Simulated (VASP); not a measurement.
Computed with PW91 GGA, VASP's PBE PAW potentials (set 64) (plane waves; VASP).

The input files of a VASP run:

File KPOINTS:
```
Automatic mesh
0
Gamma
13 13 13
0 0 0
```

### INCAR
```
! general
SYSTEM=Li
PREC  =Accurate
ENCUT =520   ! plane-wave cut-off (eV)
LREAL =.FALSE.   ! projection in real space or not
LASPH =.TRUE.   ! aspherical one-centre terms

! electronic loop
EDIFF =1E-6   ! SCF stop (eV)
NELM  =100   ! most electronic steps
ALGO  =Normal

! smearing
ISMEAR=1   ! Methfessel-Paxton
SIGMA =0.1   ! width (eV)

! functional
GGA   =91   ! PW91

! ions
IBRION=2   ! conjugate gradients
NSW   =60   ! most ionic steps
ISIF  =3   ! ions, shape and volume
EDIFFG=-0.01

! output
LWAVE =.FALSE.
LCHARG=.FALSE.
```

File POSCAR:
```
Li
1.0
 -1.7167693041   1.7167693041   1.7167693041
  1.7167693041  -1.7167693041   1.7167693041
  1.7167693041   1.7167693041  -1.7167693041
Li
1
Cart
  0.0000000000   0.0000000000   0.0000000000
```

POTCAR, in this order: Li_sv (PBE.64 set). Program: vasp_std.

Output of the run:

File OSZICAR:
```
       N       E                     dE             d eps       ncg     rms          rms(c)
DAV:   1     0.557198538232E+00    0.55720E+00   -0.69121E+02   845   0.412E+02
DAV:   2    -0.177074231426E+01   -0.23279E+01   -0.22428E+01  1195   0.583E+01
DAV:   3    -0.188744032448E+01   -0.11670E+00   -0.10685E+00  1050   0.943E+00
DAV:   4    -0.189136853791E+01   -0.39282E-02   -0.39381E-02  1075   0.154E+00
DAV:   5    -0.189139423839E+01   -0.25700E-04   -0.25700E-04  1080   0.129E-01    0.193E-01
DAV:   6    -0.189071843538E+01    0.67580E-03   -0.40058E-04  1080   0.153E-01    0.113E-01
DAV:   7    -0.189042986962E+01    0.28857E-03   -0.10925E-03  1025   0.247E-01    0.241E-02
DAV:   8    -0.189043308318E+01   -0.32136E-05   -0.29209E-05  1010   0.525E-02    0.133E-03
DAV:   9    -0.189043031609E+01    0.27671E-05   -0.80408E-07  1080   0.935E-03    0.337E-04
DAV:  10    -0.189042954619E+01    0.76990E-06   -0.22321E-08   450   0.173E-03
   1 F= -.18904295E+01 E0= -.18904276E+01  d E =-.189043E+01
```

**OUTCAR**
```
------------------------ aborting loop because EDIFF is reached ----------------------------------------
  FORCE on cell =-STRESS in cart. coord.  units (eV):
  Direction    XX          YY          ZZ          XY          YZ          ZX
  --------------------------------------------------------------------------------------
  Total       -0.0049130     -0.0049130     -0.0049130      0.0000000      0.0000000     -0.0000000
  in kB       -0.3889186     -0.3889186     -0.3889186      0.0000000      0.0000000     -0.0000000
  external PRESSURE =      -0.3889186 kB  Pullay stress =       0.0000000 kB
  volume of cell :       20.24
      direct lattice vectors                 reciprocal lattice vectors
    -1.716769304  1.716769304  1.716769304     0.000000000  0.291244723  0.291244723
     1.716769304 -1.716769304  1.716769304     0.291244723  0.000000000  0.291244723
     1.716769304  1.716769304 -1.716769304     0.291244723  0.291244723  0.000000000
 POSITION                                       TOTAL-FORCE (eV/Angst)
 -----------------------------------------------------------------------------------
      0.00000      0.00000      0.00000        -0.000000      0.000000      0.000000
 -----------------------------------------------------------------------------------
    total drift:                               -0.000000     -0.000000      0.000000
  FREE ENERGIE OF THE ION-ELECTRON SYSTEM (eV)
  ---------------------------------------------------
  free  energy   TOTEN  =        -1.8904295462 eV

  energy  without entropy=       -1.8904236393  energy(sigma->0) =       -1.89042758

 reached required accuracy - stopping structural energy minimisation
```
(Selected blocks of OUTCAR.)

### OUTCAR
```
 val. band max:        0.6525986772   @ k =  -0.3846   0.4615   0.0769

 cond. band min:       0.7004505354   @ k =   0.4615   0.0000   0.0000


 Fermi energy:         0.6890787581

 k-point     1 :       0.0000    0.0000    0.0000
  band No.  band energies     occupation
      1     -46.0466      2.00000
      2      -2.9364      2.00000
      3      15.2887      0.00000
      4      15.2887      0.00000
      5      15.2887      0.00000

 k-point     2 :       0.0769    0.0000    0.0000
  band No.  band energies     occupation
      1     -46.0455      2.00000
      2      -2.8241      2.00000
      3      14.5126      0.00000
      4      14.7390      0.00000
      5      15.0902      0.00000

 k-point     3 :       0.1538    0.0000    0.0000
  band No.  band energies     occupation
      1     -46.0425      2.00000
      2      -2.4875      2.00000
      3      12.4175      0.00000
      4      13.6908      0.00000
      5      14.5518      0.00000

 k-point     4 :       0.2308    0.0000    0.0000
  band No.  band energies     occupation
      1     -46.0382      2.00000
      2      -1.9269      2.00000
      3       9.9450      0.00000
      4      12.6850      0.00000
      5      13.8646      0.00000

 k-point     5 :       0.3077    0.0000    0.0000
  band No.  band energies     occupation
      1     -46.0336      2.00000
      2      -1.1504      2.00000
      3       7.6058      0.00000
      4      11.8825      0.00000
      5      13.2312      0.00000

 k-point     6 :       0.3846    0.0000    0.0000
  band No.  band energies     occupation
      1     -46.0297      2.00000
      2      -0.2005      2.00000
      3       5.5800      0.00000
      4      11.3332      0.00000
      5      12.7676      0.00000

 k-point     7 :       0.4615    0.0000    0.0000
  band No.  band energies     occupation
      1     -46.0276      2.00000
      2       0.7005      0.80890
      3       4.1334      0.00000
...
```

The compound is Li in the bcc structure. It was relaxed first. The start is the result of an earlier pass.
